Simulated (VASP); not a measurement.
Given:

```yaml
crystal:
  lattice:
    - [-2.37166, 2.37166, 1.31775]
    - [2.37166, -2.37166, 1.31775]
    - [2.37166, 2.37166, -1.31775]
  atoms:
    - { symbol: Si, position: [0.25000, 0.75000, 0.50000] }
    - { symbol: Si, position: [0.50000, 0.50000, 0.00000] }
```

These are LDA (Ceperley-Alder, Perdew-Zunger), VASP's LDA PAW potentials (set 64) (plane waves; VASP 6.6.1) values and carry that method's errors. Numerical set-up: 400 eV cut-off, Gaussian smearing of 0.050 eV, potentials Si.

Task: Estimate the band gap (along the path) with the smallest direct gap where there is one.

Result: 
The band gap (along the path) is none (metal, semimetal or under 0.01 eV).

Only differences to runs with the same potentials and settings are physical.

The structure comes from a computed database's Si entry (I4_1/amd); how it stands against other phases isn't given here. It was relaxed first.
